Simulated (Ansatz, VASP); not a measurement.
# TaN in two plane-wave programs, part 2 of 2

One calculation is typed for both programs; each brings its own data sets. How far apart do they land? The cell is taken from a series of runs on this material, whose earlier steps may have relaxed, scaled, displaced or heated it; both programs get it as it stands.

VASP 6.6.1 and Ansatz 0.2.0.

So far: The starting structure; Ansatz: zone-centre phonons, PBEsol.

## (3) VASP: zone-centre phonons, PBEsol

Level of this step: PBEsol; plane waves and PAW (N, Ta_pv) (VASP).

The same cell, functional, mesh and smearing now go to VASP, with its own data sets.

Lines of VASP's logs that name or quote its potential files are left out, and so is its time.

Input file INCAR:

```
SYSTEM = TaN
PREC = Accurate
ENCUT = 600
EDIFF = 1E-08
NELM = 120
ISMEAR = 1
SIGMA = 0.2
LREAL = .FALSE.
ALGO = Normal
GGA = PS
NBANDS = 14
LASPH = .TRUE.
LORBIT = 11
LWAVE = .FALSE.
LCHARG = .FALSE.
ISIF = 2
IBRION = 8
GGA_COMPAT = .FALSE.
KPAR = 2
```

Input file POSCAR:

```
TaN
1.0
    2.8602562340      0.0000000000      0.0000000000
   -1.4301281170      2.4770545600      0.0000000000
    0.0000000000      0.0000000000      2.8196571314
N Ta
1 1
Direct
    0.6666666667      0.3333333333      0.0000000000
    0.0000000000      1.0000000000      0.5000000000
```

Input file KPOINTS:

```
Automatic mesh
0
Gamma
18 18 16
0 0 0
```

PAW data sets: N and Ta_pv (PBE family, release 64).

Command:

```bash
mpirun -np 2 vasp_std
```

Numbers of over 12 decimals in the logs are rounded to 6 here.

The program printed:

```text
[banner, memory and clock lines left out]
running    2 mpi-ranks, on    1 nodes
 distrk:  each k-point on    1 cores,    2 groups
 distr:  one band on    1 cores,    1 groups

 POSCAR found type information on POSCAR N Ta
 POSCAR found :  2 types and       2 ions
|                                                                             |
|               ----> ADVICE to this user running VASP <----                  |
|                                                                             |
|     You enforced a specific xc type in the INCAR file but a different       |
|     [... a line on the potential file left out ...]
|     I HOPE YOU KNOW WHAT YOU ARE DOING!                                     |
|                                                                             |

 LDA part: xc-table for (Slater+PW92), standard interpolation
 POSCAR, INCAR and KPOINTS ok, starting setup
 FFT: planning ... GRIDC
 FFT: planning ... GRID_SOFT
 FFT: planning ... GRID
 WAVECAR not read
 entering main loop
       N       E                     dE             d eps       ncg     rms          rms(c)
DAV:   1     0.102885463287E+03    0.10289E+03   -0.98227E+03  9332   0.135E+03
DAV:   2    -0.225132055049E+02   -0.12540E+03   -0.11886E+03 11118   0.351E+02
DAV:   3    -0.259737293282E+02   -0.34605E+01   -0.34394E+01 10974   0.575E+01
DAV:   4    -0.259905269046E+02   -0.16798E-01   -0.16795E-01 10926   0.422E+00
DAV:   5    -0.259906246070E+02   -0.97702E-04   -0.97701E-04 11328   0.307E-01    0.277E+01
DAV:   6    -0.238013178739E+02    0.21893E+01   -0.37232E+00 11370   0.247E+01    0.120E+01
DAV:   7    -0.237343625525E+02    0.66955E-01   -0.36573E-01 11814   0.606E+00    0.800E+00
DAV:   8    -0.237062532065E+02    0.28109E-01   -0.99256E-02 12816   0.302E+00    0.166E+00
DAV:   9    -0.237015387106E+02    0.47145E-02   -0.95656E-03 10116   0.894E-01    0.173E-01
DAV:  10    -0.237014763729E+02    0.62338E-04   -0.59761E-04 12864   0.302E-01    0.126E-01
DAV:  11    -0.237014437241E+02    0.32649E-04   -0.49524E-05 10104   0.783E-02    0.126E-02
DAV:  12    -0.237014433224E+02    0.40171E-06   -0.41085E-06 12606   0.197E-02    0.307E-03
DAV:  13    -0.237014433091E+02    0.13216E-07   -0.17444E-08  9064   0.144E-03    0.232E-03
DAV:  14    -0.237014432681E+02    0.41002E-07   -0.12621E-08 10014   0.113E-03    0.138E-04
DAV:  15    -0.237014432566E+02    0.11595E-07   -0.12769E-09  6288   0.441E-04    0.116E-04
DAV:  16    -0.237014432603E+02   -0.37060E-08   -0.65563E-11  7476   0.971E-05
   1 F= -.23701443E+02 E0= -.23701700E+02  d E =0.770918E-03
 Linear response reoptimize wavefunctions to high precision
DAV:   1    -0.237014432613E+02   -0.10759E-08   -0.24286E-11  6612   0.474E-05
DAV:   2    -0.237014432613E+02   -0.68212E-12   -0.18381E-12  7002   0.162E-05
 Linear response DOF=           4
 Linear response progress:
  Degree of freedom:   1/  4
       N       E                     dE             d eps       ncg     rms          rms(c)
RMM:   1    -0.233264584189E+00   -0.23326E+00    0.11675E-01 96070   0.293E+00
RMM:   2    -0.227215440393E+00    0.60491E-02   -0.31073E-03 70155   0.487E-01    0.199E-01
RMM:   3    -0.228083560073E+00   -0.86812E-03   -0.61526E-04 66784   0.167E-01    0.108E-01
RMM:   4    -0.229367783656E+00   -0.12842E-02   -0.34494E-04 67708   0.124E-01    0.276E-02
RMM:   5    -0.229424475875E+00   -0.56692E-04   -0.12491E-05 76733   0.290E-02    0.260E-03
RMM:   6    -0.229427770950E+00   -0.32951E-05   -0.13810E-06 77098   0.573E-03    0.928E-04
RMM:   7    -0.229419732565E+00    0.80384E-05   -0.18520E-07 80046   0.194E-03    0.490E-04
RMM:   8    -0.229421127222E+00   -0.13947E-05   -0.60484E-08 80080   0.662E-04    0.207E-04
RMM:   9    -0.229419398241E+00    0.17290E-05    0.70280E-10 75801   0.268E-04    0.204E-05
RMM:  10    -0.229419263777E+00    0.13446E-06   -0.28829E-09 84368   0.903E-05    0.129E-05
RMM:  11    -0.229419293715E+00   -0.29939E-07   -0.39748E-09 80989   0.319E-05    0.774E-06
RMM:  12    -0.229419291735E+00    0.19803E-08   -0.43455E-09 78333   0.145E-05    0.233E-06
 first order change of Fermi-energy   0.17974E-04
 force on displaced ion       1 direction 1 : -16.727   0.001   0.000
 Linear response progress:
  Degree of freedom:   2/  4
       N       E                     dE             d eps       ncg     rms          rms(c)
RMM:   1    -0.238689410121E+00   -0.23869E+00    0.15297E-01 32893   0.304E+00
RMM:   2    -0.232584286982E+00    0.61051E-02   -0.39965E-03 25135   0.537E-01    0.161E-01
RMM:   3    -0.233427437951E+00   -0.84315E-03   -0.95806E-04 23724   0.196E-01    0.814E-02
RMM:   4    -0.234764078062E+00   -0.13366E-02   -0.43291E-04 24457   0.134E-01    0.229E-02
RMM:   5    -0.234903007928E+00   -0.13893E-03   -0.21434E-05 26352   0.380E-02    0.392E-03
RMM:   6    -0.234908559731E+00   -0.55518E-05   -0.85340E-07 26803   0.894E-03    0.110E-03
RMM:   7    -0.234897260021E+00    0.11300E-04   -0.22426E-07 26273   0.285E-03    0.374E-04
RMM:   8    -0.234899192543E+00   -0.19325E-05    0.34091E-08 28419   0.923E-04    0.123E-04
RMM:   9    -0.234898982374E+00    0.21017E-06   -0.97739E-09 27751   0.291E-04    0.271E-05
RMM:  10    -0.234898770605E+00    0.21177E-06   -0.28810E-09 29575   0.102E-04    0.921E-06
RMM:  11    -0.234898788954E+00   -0.18349E-07   -0.11714E-09 28501   0.370E-05    0.239E-06
RMM:  12    -0.234898807463E+00   -0.18510E-07   -0.22320E-10 26962   0.172E-05    0.109E-06
RMM:  13    -0.234898806522E+00    0.94179E-09   -0.13540E-09 21208   0.984E-06    0.172E-07
 first order change of Fermi-energy  -0.33435E-04
 force on displaced ion       1 direction 3 :   0.000  -0.000 -19.289
 Linear response progress:
  Degree of freedom:   3/  4
       N       E                     dE             d eps       ncg     rms          rms(c)
RMM:   1    -0.129758050589E+00   -0.12976E+00    0.11559E+01 42241   0.249E+01
RMM:   2    -0.158708814123E+00   -0.28951E-01   -0.24996E-02 64680   0.148E+00    0.196E-01
RMM:   3    -0.157373405919E+00    0.13354E-02   -0.27172E-03 74158   0.348E-01    0.111E-01
RMM:   4    -0.156458026721E+00    0.91538E-03   -0.37295E-04 82019   0.128E-01    0.406E-02
RMM:   5    -0.156155622467E+00    0.30240E-03   -0.68683E-05 84415   0.337E-02    0.689E-03
RMM:   6    -0.156158500735E+00   -0.28783E-05   -0.98728E-06 79572   0.119E-02    0.179E-03
RMM:   7    -0.156159874030E+00   -0.13733E-05   -0.37244E-06 86783   0.367E-03    0.415E-04
RMM:   8    -0.156161977594E+00   -0.21036E-05   -0.23633E-06 90178   0.129E-03    0.204E-04
RMM:   9    -0.156163228573E+00   -0.12510E-05   -0.79557E-07 81980   0.541E-04    0.454E-05
RMM:  10    -0.156163488748E+00   -0.26017E-06   -0.43674E-07 84444   0.266E-04    0.199E-05
RMM:  11    -0.156163583678E+00   -0.94930E-07   -0.27426E-07 88761   0.118E-04    0.500E-06
RMM:  12    -0.156163577575E+00    0.61024E-08   -0.13899E-07 91786   0.611E-05    0.502E-06
RMM:  13    -0.156163608161E+00   -0.30586E-07   -0.75957E-08 83407   0.366E-05    0.211E-06
RMM:  14    -0.156163621284E+00   -0.13122E-07   -0.49114E-08 79526   0.223E-05    0.353E-07
RMM:  15    -0.156163615052E+00    0.62314E-08   -0.29477E-08 59063   0.149E-05    0.201E-06
 first order change of Fermi-energy  -0.46981E-04
 force on displaced ion       2 direction 1 : -16.730   0.001   0.000
 Linear response progress:
  Degree of freedom:   4/  4
       N       E                     dE             d eps       ncg     rms          rms(c)
RMM:   1    -0.149537769016E+00   -0.14954E+00    0.10065E+01 14995   0.243E+01
RMM:   2    -0.178347011892E+00   -0.28809E-01   -0.27043E-02 22211   0.150E+00    0.141E-01
RMM:   3    -0.177705116441E+00    0.64190E-03   -0.20428E-03 26279   0.297E-01    0.759E-02
RMM:   4    -0.177187893963E+00    0.51722E-03   -0.20552E-04 27406   0.102E-01    0.206E-02
RMM:   5    -0.177073333996E+00    0.11456E-03   -0.27118E-05 29359   0.273E-02    0.678E-03
RMM:   6    -0.177043029545E+00    0.30304E-04   -0.56298E-06 27161   0.102E-02    0.755E-04
RMM:   7    -0.177044756471E+00   -0.17269E-05   -0.21157E-06 30483   0.302E-03    0.368E-04
RMM:   8    -0.177046758518E+00   -0.20020E-05   -0.13464E-06 30421   0.117E-03    0.850E-05
RMM:   9    -0.177047265369E+00   -0.50685E-06   -0.11119E-06 30069   0.484E-04    0.443E-05
RMM:  10    -0.177047833263E+00   -0.56789E-06   -0.58805E-07 27635   0.296E-04    0.153E-05
RMM:  11    -0.177048001662E+00   -0.16840E-06   -0.37878E-07 31852   0.142E-04    0.428E-06
RMM:  12    -0.177047978667E+00    0.22995E-07   -0.19556E-07 29229   0.791E-05    0.312E-06
RMM:  13    -0.177047972577E+00    0.60899E-08   -0.13412E-07 28419   0.462E-05    0.500E-06
RMM:  14    -0.177047948072E+00    0.24505E-07   -0.68737E-08 27325   0.313E-05    0.764E-06
RMM:  15    -0.177047963691E+00   -0.15619E-07   -0.51268E-08 24303   0.206E-05    0.709E-06
RMM:  16    -0.177047975998E+00   -0.12307E-07   -0.23837E-08 24558   0.143E-05    0.670E-06
RMM:  17    -0.177048001361E+00   -0.25363E-07   -0.19275E-08 26771   0.118E-05    0.537E-06
RMM:  18    -0.177048033832E+00   -0.32471E-07   -0.94932E-09 29527   0.105E-05    0.354E-06
RMM:  19    -0.177048061141E+00   -0.27309E-07   -0.69691E-09 27941   0.848E-06    0.196E-06
RMM:  20    -0.177048082615E+00   -0.21473E-07   -0.33614E-09 26830   0.703E-06    0.723E-07
RMM:  21    -0.177048091585E+00   -0.89707E-08   -0.25025E-09 23373   0.533E-06    0.204E-07
 first order change of Fermi-energy  -0.97242E-03
 force on displaced ion       2 direction 3 :  -0.000   0.000 -19.295
 Linear response finished
```

Parts of OUTCAR (step 3):

```text
ion  position               nearest neighbor table
   1  0.667  0.333  0.000-   2 2.17   2 2.17   2 2.17   2 2.17   2 2.17   2 2.17
   2  0.000  0.000  0.500-   1 2.17   1 2.17   1 2.17   1 2.17   1 2.17   1 2.17

  LATTYP: Found a hexagonal cell.
 ALAT       =     2.8602562340
 C/A-ratio  =     0.9858057813

 Subroutine GETGRP returns: Found 12 space group operations
 (whereof 12 operations were pure point group operations)

The static configuration has the point symmetry D_3h.

 Found    333 irreducible k-points:

   k-points           NKPTS =    333   k-points in BZ     NKDIM =    333   number of bands    NBANDS=     14

   dimension x,y,z NGX =    24 NGY =   24 NGZ =   24
   dimension x,y,z NGXF=    48 NGYF=   48 NGZF=   48

   ENCUT  =  600.0 eV  44.10 Ry    6.64 a.u.   5.71  5.71  5.63*2*pi/ulx,y,z

   NELECT =      16.0000    total number of electrons

 k-points in reciprocal lattice and weights: Automatic mesh
   0.00000000  0.00000000  0.00000000       0.000
   0.05555556  0.00000000  0.00000000       0.001
   0.11111111  0.00000000  0.00000000       0.001
   0.16666667  0.00000000  0.00000000       0.001
   0.22222222 -0.00000000  0.00000000       0.001
   0.27777778  0.00000000  0.00000000       0.001
   0.33333333 -0.00000000  0.00000000       0.001
   0.38888889  0.00000000  0.00000000       0.001
   0.44444444 -0.00000000  0.00000000       0.001
[...]
0.33333333  0.27777778  0.50000000       0.002
   0.33333333  0.33333333  0.50000000       0.000

 average (electrostatic) potential at core
       1 -61.0130       2 -33.7303

  Total        3.3255589      3.3255589      3.3651942     -0.0000000     -0.0000000      0.0000000
  in kB      266.7094517    266.7094517    269.8882007     -0.0000000     -0.0000000      0.0000000
  external PRESSURE =     267.7690347 kB  Pullay stress =       0.0000000 kB

  energy-cutoff  :      600.00
  volume of cell :       19.98
      direct lattice vectors                 reciprocal lattice vectors
     2.860256234  0.000000000  0.000000000     0.349619026  0.201852639  0.000000000
    -1.430128117  2.477054560  0.000000000     0.000000000  0.403705278  0.000000000
     0.000000000  0.000000000  2.819657131     0.000000000  0.000000000  0.354653049

 POSITION                                       TOTAL-FORCE (eV/Angst)
 -----------------------------------------------------------------------------------
      1.43013      0.82568      0.00000         0.000000     -0.000000      0.000000
      0.00000      0.00000      1.40983        -0.000000      0.000000      0.000000
 -----------------------------------------------------------------------------------
    total drift:                               -0.000000      0.000000      0.000000

 Eigenvectors and eigenvalues of the dynamical matrix
 ----------------------------------------------------

   1 f  =   19.046582 THz   119.673205 2PiTHz  635.325596 cm-1    78.770299 meV
             X         Y         Z           dx          dy          dz
      1.430128  0.825685  0.000000    -0.000000    0.000000   -0.963410
      0.000000  0.000000  1.409829    -0.000000    0.000000    0.268030

   2 f  =   17.736421 THz   111.441218 2PiTHz  591.623311 cm-1    73.351909 meV
             X         Y         Z           dx          dy          dz
      1.430128  0.825685  0.000000     0.000000    0.963416    0.000000
      0.000000  0.000000  1.409829     0.000000   -0.268010    0.000000

   3 f  =   17.736421 THz   111.441218 2PiTHz  591.623311 cm-1    73.351909 meV
             X         Y         Z           dx          dy          dz
      1.430128  0.825685  0.000000     0.963416   -0.000000    0.000000
      0.000000  0.000000  1.409829    -0.268010    0.000000    0.000000

   4 f/i=    0.000370 THz     0.002324 2PiTHz    0.012340 cm-1     0.001530 meV
             X         Y         Z           dx          dy          dz
      1.430128  0.825685  0.000000    -0.258810   -0.069622    0.000000
      0.000000  0.000000  1.409829    -0.930342   -0.250268    0.000000

   5 f/i=    0.000370 THz     0.002324 2PiTHz    0.012340 cm-1     0.001530 meV
             X         Y         Z           dx          dy          dz
      1.430128  0.825685  0.000000    -0.069622    0.258810   -0.000000
      0.000000  0.000000  1.409829    -0.250268    0.930342   -0.000000

   6 f/i=    0.000792 THz     0.004979 2PiTHz    0.026431 cm-1     0.003277 meV
             X         Y         Z           dx          dy          dz
      1.430128  0.825685  0.000000    -0.000000    0.000000    0.268030
      0.000000  0.000000  1.409829    -0.000000    0.000000    0.963410

 ELASTIC MODULI CONTR FROM IONIC RELAXATION (kBar)
 Direction    XX          YY          ZZ          XY          YZ          ZX
 --------------------------------------------------------------------------------
 XX         -85.3915     85.3915      0.0000     -0.0000      0.0000      0.0000
 YY          85.3915    -85.3915      0.0000      0.0000      0.0000      0.0000
 ZZ           0.0000      0.0000      0.0000      0.0000      0.0000      0.0000
 XY          -0.0000      0.0000      0.0000    -85.3915      0.0000      0.0000
 YZ           0.0000      0.0000      0.0000      0.0000      0.0000      0.0000
 ZX           0.0000      0.0000      0.0000      0.0000      0.0000      0.0000
 --------------------------------------------------------------------------------
```

## (4) Comparison

Known differences besides the potentials themselves: the data sets hold 18 valence electrons in Ansatz (on its PAW soft_1 files) and 16 in VASP; the cutoff is 420 eV in Ansatz and 600 eV in VASP; Ansatz makes its cores anew for this functional, VASP keeps those of its PBE data sets. Total energies have different zeros and are not compared.

Both answers:

```
                  quantity  Ansatz   VASP  difference
optical mode 1 to 2 (cm⁻¹)   588.1  591.6     -0.59 %
     optical mode 3 (cm⁻¹)   632.0  635.3     -0.53 %
```

Modes are paired by rising frequency, not by their patterns, so a pair may set unlike modes beside each other; they are those without the splitting of longitudinal modes.

## (5) What came out

| Property | Result |
| --- | --- |
| r.m.s. difference of the optical zone-centre modes, each program's sorted by frequency (zone-centre phonons, PBEsol) | 3.5 cm⁻¹ |
| difference in optical mode 1 to 2 (zone-centre phonons, PBEsol) | -0.6 % |

The r.m.s. difference of the optical zone-centre modes, each program's sorted by frequency is 3.5 cm⁻¹ (zone-centre phonons, PBEsol). The data sets hold unlike numbers of valence electrons (18 in Ansatz and 16 in VASP), so part of the differences may come from the potentials. Among the rows given in per cent, the largest difference of the zone-centre phonons, PBEsol pair is in optical mode 1 to 2, -0.6 %. Such differences can come from data sets, numerical settings and the points named under the comparisons, not from the functional's error against experiment.

[Lines on the potential files, build, host, timing and source positions are cut from VASP's logs without a mark.]

[Logs are printed without paths, hosts, clocks, repeated set-up lines and the standing remarks that a program may print on its own settings, such as how far it seeks lower states.]

[Hosts, paths, dates, database ids (printed as entryN), source tags and the programs' standing remarks are cut or masked in the printed files.]
